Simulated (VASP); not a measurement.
Crystal: La2TaO5.

```
CELL_PARAMETERS angstrom
4.13851 0.00000 0.00000
-2.06926 3.58405 0.00000
0.00000 0.00000 8.36583
ATOMIC_POSITIONS crystal
La 0.00000 0.00000 0.81635
La 0.00000 0.00000 0.18365
Ta 0.00000 0.00000 0.50000
O 0.50000 0.00000 0.00000
O 0.00000 0.50000 0.00000
O 0.50000 0.50000 0.00000
O 0.33333 0.66667 0.50000
O 0.66667 0.33333 0.50000
```

The cell was built by a generator and needn't be a form met in nature.

```yaml
Program: VASP 6.6.1
Task: relaxation of cell and atoms
Functional: PBE
Potentials_or_basis: VASP PAW PBE potentials, release 64 (La, Ta_pv, O)
Cutoff: 520 eV
k_mesh: 4 × 4 × 2
Occupations: gaussian, width 0.15 eV
Spin: no spin polarisation
```

At the start: pressure -0.3 GPa; volume 15.51 Å³/atom.

Question: How do energy, volume and symmetry change on relaxing?

Answer: Over 11 steps the energy falls by 154.6 meV/atom and the volume is 16.61 Å³/atom (+7.1 %); space group P6/mmm (No. 191, to 0.05 Å).

The path:
```tsv
step	energy change (eV)	largest force (eV/Å)	pressure (GPa)	volume (Å³)
1	0.0000	3.5917	-0.27	124.09
2	-0.9695	0.1490	5.55	123.48
3	-0.9834	0.3983	6.70	123.39
4	-1.2096	0.3608	-2.71	135.29
5	-1.2239	0.2600	-0.70	132.81
6	-1.2237	0.2685	-0.87	133.22
7	-1.2228	0.2864	-1.18	133.58
8	-1.2344	0.0048	-0.32	133.47
9	-1.2353	0.0638	-0.69	133.50
10	-1.2354	0.1157	0.51	132.19
11	-1.2368	0.0117	0.24	132.88
```

Final structure:
```yaml
crystal:
  lattice:
    - [4.07242, 0.00000, 0.00000]
    - [-2.03621, 3.52682, 0.00000]
    - [0.00000, 0.00000, 9.25158]
  atoms:
    - { symbol: La, position: [0.00000, 0.00000, 0.84552] }
    - { symbol: La, position: [0.00000, 0.00000, 0.15448] }
    - { symbol: Ta, position: [0.00000, 0.00000, 0.50000] }
    - { symbol: O, position: [0.50000, 0.00000, 0.00000] }
    - { symbol: O, position: [0.00000, 0.50000, 0.00000] }
    - { symbol: O, position: [0.50000, 0.50000, 0.00000] }
    - { symbol: O, position: [0.33333, 0.66667, 0.50000] }
    - { symbol: O, position: [0.66667, 0.33333, 0.50000] }
```

Caveat: the k mesh is coarse (spacing up to 0.44 Å⁻¹), so the values aren't converged; an odd number of electrons without spin polarisation forces a metal; a magnetic or distorted state may lie lower.
